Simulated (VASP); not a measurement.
Output of a VASP run:

OSZICAR:
```
...
  16 F= -.22121452E+02 E0= -.22121452E+02  d E =-.652803E-02
       N       E                     dE             d eps       ncg     rms          rms(c)
DAV:   1    -0.221709202183E+02   -0.49468E-01   -0.81697E+00   760   0.224E+01    0.129E+00
DAV:   2    -0.221475325410E+02    0.23388E-01   -0.30404E-01  1008   0.569E+00    0.781E-01
DAV:   3    -0.221225184914E+02    0.25014E-01   -0.40161E-02  1000   0.260E+00    0.105E-01
DAV:   4    -0.221227374220E+02   -0.21893E-03   -0.69992E-03   904   0.769E-01    0.439E-02
DAV:   5    -0.221227260457E+02    0.11376E-04   -0.28620E-04   912   0.202E-01    0.241E-02
DAV:   6    -0.221227298144E+02   -0.37687E-05   -0.77361E-05  1008   0.112E-01    0.974E-03
DAV:   7    -0.221227294981E+02    0.31632E-06   -0.22761E-05  1016   0.563E-02    0.456E-03
DAV:   8    -0.221227297118E+02   -0.21376E-06   -0.26187E-06   560   0.127E-02
  17 F= -.22122730E+02 E0= -.22122730E+02  d E =-.780531E-02
       N       E                     dE             d eps       ncg     rms          rms(c)
DAV:   1    -0.221290366264E+02   -0.63071E-02   -0.78464E-01   896   0.748E+00    0.340E-01
DAV:   2    -0.221277981054E+02    0.12385E-02   -0.22350E-02   760   0.139E+00    0.112E-01
DAV:   3    -0.221274426222E+02    0.35548E-03   -0.18866E-03  1056   0.677E-01    0.534E-02
DAV:   4    -0.221273811270E+02    0.61495E-04   -0.45910E-04   984   0.274E-01    0.155E-02
DAV:   5    -0.221273832018E+02   -0.20748E-05   -0.29764E-05   944   0.549E-02    0.717E-03
DAV:   6    -0.221273842356E+02   -0.10338E-05   -0.51664E-06   640   0.324E-02    0.280E-03
DAV:   7    -0.221273844465E+02   -0.21093E-06   -0.17325E-06   440   0.189E-02
  18 F= -.22127384E+02 E0= -.22127384E+02  d E =-.465473E-02
       N       E                     dE             d eps       ncg     rms          rms(c)
DAV:   1    -0.221529009561E+02   -0.25517E-01   -0.69850E+00   888   0.218E+01    0.103E+00
DAV:   2    -0.221419714224E+02    0.10930E-01   -0.21083E-01   760   0.418E+00    0.346E-01
DAV:   3    -0.221387079888E+02    0.32634E-02   -0.18088E-02  1064   0.203E+00    0.164E-01
DAV:   4    -0.221381149090E+02    0.59308E-03   -0.42406E-03   984   0.832E-01    0.474E-02
DAV:   5    -0.221381225728E+02   -0.76638E-05   -0.28230E-04   896   0.164E-01    0.221E-02
DAV:   6    -0.221381247960E+02   -0.22232E-05   -0.57208E-05   992   0.964E-02    0.853E-03
DAV:   7    -0.221381251851E+02   -0.38915E-06   -0.13703E-05  1024   0.394E-02    0.251E-03
DAV:   8    -0.221381250781E+02    0.10702E-06   -0.83216E-07   472   0.947E-03
  19 F= -.22138125E+02 E0= -.22138125E+02  d E =-.153954E-01
       N       E                     dE             d eps       ncg     rms          rms(c)
DAV:   1    -0.222028201675E+02   -0.64695E-01   -0.27500E+01   872   0.419E+01    0.210E+00
DAV:   2    -0.221635364822E+02    0.39284E-01   -0.94025E-01   776   0.851E+00    0.729E-01
DAV:   3    -0.221497907349E+02    0.13746E-01   -0.79178E-02  1064   0.405E+00    0.341E-01
DAV:   4    -0.221472179496E+02    0.25728E-02   -0.17593E-02   992   0.171E+00    0.984E-02
DAV:   5    -0.221472355866E+02   -0.17637E-04   -0.12680E-03   872   0.341E-01    0.458E-02
DAV:   6    -0.221472373529E+02   -0.17663E-05   -0.24837E-04  1008   0.193E-01    0.179E-02
DAV:   7    -0.221472382423E+02   -0.88938E-06   -0.58315E-05  1024   0.804E-02    0.487E-03
DAV:   8    -0.221472381859E+02    0.56423E-07   -0.41791E-06   744   0.191E-02
  20 F= -.22147238E+02 E0= -.22147238E+02  d E =-.245085E-01
```

OUTCAR:
```
------------------------ aborting loop because EDIFF is reached ----------------------------------------
  FORCE on cell =-STRESS in cart. coord.  units (eV):
  Direction    XX          YY          ZZ          XY          YZ          ZX
  --------------------------------------------------------------------------------------
  Total        0.0505408      0.0505408     -0.0524927     -0.0000000      0.0000000      0.0000000
  in kB        0.9677146      0.9677143     -1.0050880     -0.0000000      0.0000000      0.0000000
  external PRESSURE =       0.3101136 kB  Pullay stress =       0.0000000 kB
  volume of cell :       83.68
      direct lattice vectors                 reciprocal lattice vectors
     4.181464130 -0.000000000  0.000000000     0.239150682  0.138073731 -0.000000000
    -2.090732065  3.621253645 -0.000000000     0.000000000  0.276147461 -0.000000000
    -0.000000000  0.000000000  5.526090324     0.000000000  0.000000000  0.180959764
 POSITION                                       TOTAL-FORCE (eV/Angst)
 -----------------------------------------------------------------------------------
     -0.00000      2.41417      5.38886         0.000000     -0.000000     -0.013998
      2.09073      1.20708      2.62581        -0.000000      0.000000     -0.013998
     -0.00000      2.41417      2.20951        -0.000000     -0.000000      0.013998
      2.09073      1.20708      4.97256        -0.000000      0.000000      0.013998
 -----------------------------------------------------------------------------------
    total drift:                               -0.003074      0.001775     -0.000092
  FREE ENERGIE OF THE ION-ELECTRON SYSTEM (eV)
  ---------------------------------------------------
  free  energy   TOTEN  =       -22.1472381859 eV

  energy  without entropy=      -22.1472381859  energy(sigma->0) =      -22.14723819

 reached required accuracy - stopping structural energy minimisation
```
(Selected blocks of OUTCAR.)

POSCAR:
```
PbO
1
    3.9184627847    -0.0000000000     0.0000000000
   -1.9592313924     3.3934878848    -0.0000000000
    0.0000000000    -0.0000000000     6.3259593066
Pb O
2 2
Direct
  0.3333330000   0.6666670000   0.0002359813
  0.6666670000   0.3333330000   0.5002359813
  0.3333330000   0.6666670000   0.3747640187
  0.6666670000   0.3333330000   0.8747640187
```

Reconstruct the remaining input files.

Several could match; the one computed here: the input of the run itself, PBEsol GGA, plane waves, VASP's PBE PAW potentials (set 64).

### INCAR
```
ALGO = Normal
EDIFF = 1E-6
EDIFFG = -0.02
ENCUT = 520
GGA = PS
IBRION = 2
ISIF = 3
ISMEAR = 0
LASPH = .TRUE.
LCHARG = .FALSE.
LMAXMIX = 4
LREAL = .FALSE.
LWAVE = .FALSE.
NELM = 100
NSW = 60
PREC = Accurate
SIGMA = 0.05
SYSTEM = PbO
```

File KPOINTS:
```
Regular mesh
0
G
 6 6 3
```

POTCAR, in this order: Pb_d O (PBE.64 set). Program: vasp_std.

The structure was generated: PbO was put into the wurtzite type (P6_3mc), which need not be its known phase. This run relaxes it. Symmetry was kept, so distortions that lower it aren't found. The start is the result of an earlier pass.
